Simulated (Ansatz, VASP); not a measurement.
# Cross-check of CoO between VASP and Ansatz

One calculation is typed for both programs; each brings its own data sets. How far apart do they land? The cell is taken from a series of runs on this material, whose earlier steps may have relaxed, scaled, displaced or heated it; both programs get it as it stands.

Program: Ansatz 0.2.0. Level of theory: plane waves, with VASP 6.6.1 beside it; PBEsol, DFT+U. Results are calculated unless marked as measured.

## (1) Starting point

Symmetry: Fm-3m, No. 225, cubic system. Conventional cell: a = 4.263 Å, b = 4.263 Å, c = 4.263 Å, α = 90.00°, β = 90.00°, γ = 90.00°. Nearest to Co lie 6 O at 2.13 Å. O has 6 Co at 2.13 Å nearest. Farther neighbours and most contacts between anions are not listed.

## (2) Ansatz: single point, PBEsol, DFT+U, pair 1

Ansatz runs on its default PAW (the set named soft_2) files.

With cell and atoms fixed, the geometry can't cause a difference; cores, projectors, grids and the points listed under the comparison can.

The input, input.yaml:

```yaml
crystal:
  lattice:
    - [0.0, -2.1315, -2.1315]
    - [0.0, 2.1315, -2.1315]
    - [4.263, 0.0, 0.0]
  atoms:
    - { symbol: Co, position: [0.5, 0.5, 0.5], spin: 3.0 }
    - { symbol: Co, position: [0.0, 0.0, 0.0], spin: 3.0 }
    - { symbol: O, position: [0.5, 0.5, 0.0] }
    - { symbol: O, position: [0.0, 0.0, 0.5] }
magnetization:
  spin_polarized: true
kpoints:
  mp_grid: { grid: [7, 7, 5] }
hamiltonian:
  xc: pbesol
  hubbard:
    sites:
      - { species: Co, l: d, u_eff: 7.0 }
      - { site: 0, l: d, u_eff: 7.0, starting_ns: [{ spin: up, occupation_matrix: co1_major }, { spin: down, occupation_matrix: co1_minor }] }
      - { site: 1, l: d, u_eff: 7.0, starting_ns: [{ spin: up, occupation_matrix: co1_major }, { spin: down, occupation_matrix: co1_minor }] }
    projectors: ortho-atomic
    occupation_matrices:
      co1_major:
        matrix:
          - [0.997, 0.0, 0.0, 0.0, 0.0]
          - [0.0, 0.999, 0.0, 0.0, 0.0]
          - [0.0, 0.0, 0.999, 0.0, 0.0]
          - [0.0, 0.0, 0.0, 0.997, 0.0]
          - [0.0, 0.0, 0.0, 0.0, 0.999]
      co1_minor:
        matrix:
          - [0.143, -0.071, 0.071, 0.0, 0.142]
          - [-0.071, 0.65, 0.308, -0.123, -0.308]
          - [0.071, 0.308, 0.65, -0.123, 0.308]
          - [0.0, -0.123, -0.123, 0.143, 0.0]
          - [0.142, -0.308, 0.308, 0.0, 0.651]
scf:
  occupations: { method: fermi_dirac, width: 0.05 }
output:
  eigenvalues: true
```

Started as:

```bash
$ ansatz run input.yaml --threads 4 --pin off --max-ram 8192MiB --backend cpu --events-out ev --progress --plain --runs-dir out
```

Numbers of over 12 decimals in the logs are rounded to 6 here.

The program printed:

```text
Warning: crystal.symmetry: narrowed to the stabiliser of the occupation matrices — unitary ops 32 → 4; lowered by the specified shells (site 0, l: d), (site 1, l: d); largest admitted image defect 4.4e-16, smallest excluded 1.0e-3 — at a rounding scale rather than a splitting's, so precision (not physics) most likely lowered the group: (i) a fixed point transcribed at too few decimals — re-emit the block at full precision (to 7 decimals or more, rounded to nearest) from a symmetrised source (a converged report's `n_mat` / `n_mat_spinor`) (of a frozen-density pass: in the run whose state it reads); [rest of the remark cut]
Engine: ansatz 0.2.0, aarch64-unknown-linux-gnu
Pseudopotentials: kind: paw
Pseudopotential: Co, paw, valence charge 17, recommended cutoff 420 eV (normal), Co.paw.azcp
Pseudopotential: O, paw, valence charge 6, recommended cutoff 420 eV (normal), O.paw.azcp
Functional definition: PBEsol
  exchange = pbesol_x
  correlation = pbesol_c
Crystal: 4 atoms, lattice volume = 38.736 Å³
Basis set: ecut = 420 eV, 727 PW (Γ)
Bands: 32, of which v1, the nominal top of the filled ones, is band 23 counted from 1 (22 counted from 0)
Symmetry: 4 space group operations
k-points: 123 of 245
Non-local potential: Co, projectors of the file, l = 0: 3, l = 1: 2, l = 2: 3, l = 3: 1
Non-local potential: O, projectors of the file, l = 0: 2, l = 1: 2, l = 2: 1
PAW form: soft (Blöchl's): semilocal exchange-correlation on the pseudo side does not see the compensation charge
PAW frozen core: Co, regenerated for the run's functional, and the local potential with it (the file was generated under x = pbe(κ = 0.804, μ = 0.219515), c = pbe(β = 0.066725))
PAW frozen core: O, regenerated for the run's functional, and the local potential with it (the file was generated under x = pbe(κ = 0.804, μ = 0.219515), c = pbe(β = 0.066725))
PAW one-centre angular grid: Co, 590 points (default); XC on 64 Gauss nodes
PAW one-centre angular grid: O, 110 points (default); XC on 64 Gauss nodes
Initial density: superposition of atomic densities (chi_scale 0.1, normalization cell, long waves kept (reshape's long-wave potential 0.00 eV rms))
Starting moments: Σ|m| = 6 μB on 2 of 4 sites
Initial wavefunctions: pseudopotential atomic-orbital guess
Functional: x = pbesol(κ = 0.804, μ = 0.123457), c = pbesol(β = 0.046)
SCF iter   1: F=—  HF=-11302.133251 eV  |F-HF|=—  |Δ(HF+E_count)|=         —  Δρ=1.28e-1 (↑7.68e-2 ↓1.28e-1)  dr2=7.78e0  dr2_m=9.76e-1  M=6.000 μB ∫|m|=6.003 μB  β_m=0.30  ethr=3.10e-3  ⟨swp⟩=5.6  Hψ=28452  notcnv=0  defer=2
preconditioner: auto → none  [insulator: Δε(μ)=0.521 eV  Ē_g=14.401 eV  σ=0.050 eV  W_gap=0.98  n_scr=14 (ndim 8)  ℏωp=32.7 eV  f_vac=0.000  D(μ)=0.01/eV (n_scr^D=0)  ε∞_Penn≈6.1]
SCF iter   2: F=—  HF=-11301.154712 eV  |F-HF|=—  |Δ(HF+E_count)|=   9.79e-1  Δρ=7.52e-2 (↑2.60e-2 ↓7.52e-2)  dr2=9.63e-1  dr2_m=5.07e-1  M=6.000 μB ∫|m|=6.006 μB  β_m=1.00  ethr=3.10e-3  ⟨swp⟩=3.0  Hψ=18629  notcnv=0  defer=586
SCF iter   3: F=—  HF=-11301.339141 eV  |F-HF|=—  |Δ(HF+E_count)|=   1.84e-1  Δρ=2.68e-2 (↑2.68e-2 ↓2.59e-2)  dr2=2.06e-1  dr2_m=3.43e-3  M=6.000 μB ∫|m|=6.012 μB  β_m=1.00  ethr=2.09e-3  ⟨swp⟩=2.5  Hψ=13615  notcnv=0  defer=826
SCF iter   4: F=—  HF=-11301.519204 eV  |F-HF|=—  |Δ(HF+E_count)|=   1.80e-1  Δρ=1.05e-2 (↑1.05e-2 ↓9.63e-3)  dr2=3.28e-2  dr2_m=5.60e-4  M=6.000 μB ∫|m|=6.013 μB  β_m=1.00  ethr=4.47e-4  ⟨swp⟩=2.5  Hψ=12642  notcnv=0  defer=824
SCF iter   5: F=—  HF=-11301.625332 eV  |F-HF|=—  |Δ(HF+E_count)|=   1.06e-1  Δρ=3.15e-3 (↑2.21e-3 ↓3.15e-3)  dr2=7.24e-3  dr2_m=1.67e-4  M=6.000 μB ∫|m|=6.012 μB  β_m=1.00  ethr=7.14e-5  ⟨swp⟩=2.2  Hψ=12728  notcnv=0  defer=824
SCF iter   6: F=—  HF=-11301.671014 eV  |F-HF|=—  |Δ(HF+E_count)|=   4.57e-2  Δρ=1.09e-3 (↑1.09e-3 ↓7.72e-4)  dr2=6.88e-4  dr2_m=2.67e-5  M=6.000 μB ∫|m|=6.012 μB  β_m=0.30  ethr=1.57e-5  ⟨swp⟩=2.2  Hψ=12141  notcnv=0  defer=823
SCF iter   7: F=—  HF=-11301.695013 eV  |F-HF|=—  |Δ(HF+E_count)|=   2.40e-2  Δρ=8.61e-4 (↑3.28e-4 ↓8.61e-4)  dr2=3.45e-4  dr2_m=4.95e-5  M=6.000 μB ∫|m|=6.011 μB  β_m=0.30  ethr=1.50e-6  ⟨swp⟩=2.0  Hψ=13029  notcnv=0  defer=819
Mixer restart at iter 7: flushing history
spin-set hold released at iteration 7 (site moments contracting): the magnetisation degrees of freedom join the quasi-Newton model from the next iteration; the mixer history was flushed
SCF iter   8: F=—  HF=-11301.706467 eV  |F-HF|=—  |Δ(HF+E_count)|=   1.15e-2  Δρ=3.92e-4 (↑3.92e-4 ↓3.34e-4)  dr2=1.10e-5  dr2_m=4.10e-5  M=6.000 μB ∫|m|=6.011 μB  β_m=0.64  ethr=7.49e-7  ⟨swp⟩=2.2  Hψ=13242  notcnv=0  defer=819
SCF iter   9: F=—  HF=-11301.719005 eV  |F-HF|=—  |Δ(HF+E_count)|=   1.25e-2  Δρ=2.06e-3 (↑1.53e-3 ↓2.06e-3)  dr2=3.66e-3  dr2_m=3.38e-5  M=6.000 μB ∫|m|=6.010 μB  β_m=0.47  ethr=2.40e-8  ⟨swp⟩=3.5  Hψ=19645  notcnv=0  defer=819
SCF iter  10: F=—  HF=-11301.718108 eV  |F-HF|=—  |Δ(HF+E_count)|=   8.97e-4  Δρ=2.67e-4 (↑2.07e-4 ↓2.67e-4)  dr2=8.54e-6  dr2_m=1.38e-5  M=6.000 μB ∫|m|=6.010 μB  β_m=0.74  ethr=2.40e-8  ⟨swp⟩=3.1  Hψ=17386  notcnv=0  defer=819
SCF iter  11: F=—  HF=-11301.718142 eV  |F-HF|=—  |Δ(HF+E_count)|=   3.44e-5  Δρ=1.94e-4 (↑3.77e-5 ↓1.94e-4)  dr2=4.43e-6  dr2_m=3.50e-6  M=6.000 μB ∫|m|=6.010 μB  β_m=0.87  ethr=1.86e-8  ⟨swp⟩=2.1  Hψ=12243  notcnv=0  defer=819
SCF iter  12: F=—  HF=-11301.718174 eV  |F-HF|=—  |Δ(HF+E_count)|=   3.21e-5  Δρ=1.45e-4 (↑1.11e-4 ↓1.45e-4)  dr2=8.77e-6  dr2_m=1.29e-6  M=6.000 μB ∫|m|=6.010 μB  β_m=0.89  ethr=9.62e-9  ⟨swp⟩=2.0  Hψ=12711  notcnv=0  defer=819
SCF iter  13: F=—  HF=-11301.718185 eV  |F-HF|=—  |Δ(HF+E_count)|=   1.12e-5  Δρ=8.59e-5 (↑8.59e-5 ↓6.89e-5)  dr2=3.22e-6  dr2_m=4.81e-7  M=6.000 μB ∫|m|=6.010 μB  β_m=0.93  ethr=9.62e-9  ⟨swp⟩=2.0  Hψ=12727  notcnv=0  defer=819
iter 14 met the thresholds in force, and the SCF goes on: an eigenvalue changes by 1.03 meV, over its tolerance of 0.50 meV (output.eigenvalues, Limitations)
SCF iter  14: F=-11301.718188 eV  HF=-11301.718188 eV  |F-HF|=5.15e-8  |Δ(HF+E_count)|=   2.85e-6  Δρ=1.38e-5 (↑1.38e-5 ↓9.22e-6)  dr2=8.30e-8  dr2_m=1.00e-8  M=6.000 μB ∫|m|=6.010 μB  β_m=0.94  ethr=2.17e-10  ⟨swp⟩=6.9  Hψ=33044  notcnv=0
SCF iter  15: F=-11301.718188 eV  HF=-11301.718188 eV  |F-HF|=8.26e-10  |Δ(HF+E_count)|=   5.13e-8  Δρ=2.27e-6 (↑1.86e-6 ↓2.27e-6)  dr2=2.11e-9  dr2_m=4.92e-10  M=6.000 μB ∫|m|=6.010 μB  ethr=1.80e-10  ⟨swp⟩=1.0  Hψ=21605  notcnv=0
SCF 1 converged in 15 iterations: F = -11301.718188 eV  dr2 = 2.11e-9
  greatest PAW one-centre occupation: 1.004 electrons in one spin orbital (limit 2), on the Co atom at site 1 (counted from 0), in its partial waves of l = 1
SCF converged after 15 iterations
an eigenvalue changed by more than its tolerance at an iteration that met the thresholds in force, so the SCF went on 1 time: the last check found none over its tolerance
Magnetization: 6.0000 μB (26.0000 up, 20.0000 down)
Absolute magnetization: 6.0068 μB (∫|ρ↑−ρ↓|, with the PAW one-centre terms)
Spin contamination: 0.0064 ħ² per cell (⟨S²⟩ above its minimum at these occupations)
Per-site moments (μB) at R_I (Å): [(2.657766, 0.87924375), (2.657766, 0.87924375), (0.156267, 0.87924375), (0.156267, 0.87924375)]
Free energy (F): -11301.718188 eV
Harris-Foulkes:  -11301.718188 eV  (|F-HF|=8.26e-10)
Internal energy: -11301.718188 eV  (E = F + TS)
E sigma→0 (E₀):  -11301.718188 eV
Fermi energy:    13.846187 eV
--- Per-component energies (eV) ---
  E_band       = -667.399863
  E_kinetic    = 1232.246396
  E_local      = -6861.420121  (includes V_loc(G=0)·N_el)
  E_nonlocal   = 1031.640517
  E_hartree    = 2806.187860
  E_xc         = -452.732950
  E_vxc        = -584.773328  (∫ρ·V_xc dr)
  E_hubbard    = 1.712886  (on-site DFT+U / exact-exchange correction)
  E_vhub       = -47.178366  (the Hubbard potential's part of the band-sum identity)
  E_paw        = -3275.675103  (= ΣΔE_a)
  E_vpaw       = -1050.291420  (= ΣTr[D̂ρ^β])
  E_aug_tail   = 0.005044  (compensation charges beyond the density's cutoff)
  E_ewald      = -5784.130132
  E_core_change = 0.447414  (= ΣΔE_core)
  E_smearing   = -0.000000  (= −TS)
  E_closure    = 0.000000  (closes the sum)
  Σ components = -11301.718188   (vs F -11301.718188, Δ=0.00e0)
--- Specified on-site occupations, and those of the state reported ---
  electrons in the specified blocks: 14.4560 specified, 14.4583 found
  site 0 (l=d) ↓: largest change of an orbital's occupation 0.0006; electrons 2.2370 specified, 2.2374 found; spectral distance 0.0008
  site 1 (l=d) ↓: largest change of an orbital's occupation 0.0006; electrons 2.2370 specified, 2.2374 found; spectral distance 0.0008
  site 0 (l=d) ↑: largest change of an orbital's occupation 0.0006; electrons 4.9910 specified, 4.9918 found; spectral distance 0.0009
  site 1 (l=d) ↑: largest change of an orbital's occupation 0.0006; electrons 4.9910 specified, 4.9918 found; spectral distance 0.0009
--- Band table (eV; the first three rows and the last of 246) ---
  k-point 0 ↑: bands = [... 19 lower, 7.8384, 8.1431, 9.8021, 9.8414, 11.1251, 11.1722, 11.1723, 14.6163, ... 5 higher]
  k-point 1 ↑: bands = [... 19 lower, 7.8753, 8.9509, 10.0824, 10.1796, 10.8362, 11.1207, 11.1734, 15.6700, ... 5 higher]
  k-point 2 ↑: bands = [... 19 lower, 7.4722, 9.9180, 10.4337, 10.6014, 10.7296, 10.9777, 11.0778, 17.6572, ... 5 higher]
  k-point 122 ↓: bands = [... 19 lower, 11.6520, 16.8221, 16.8640, 17.2329, 17.3452, 17.7104, 17.9038, 20.2912, ... 5 higher]
Occupation matrices written to <dir>
```

(Continued in part 2 of 3.)

[Lines on the potential files, build, host, timing and source positions are cut from VASP's logs without a mark.]

[Logs are printed without paths, hosts, clocks, repeated set-up lines and the standing remarks that a program may print on its own settings, such as how far it seeks lower states.]

[Hosts, paths, dates, database ids (printed as entryN), source tags and the programs' standing remarks are cut or masked in the printed files.]
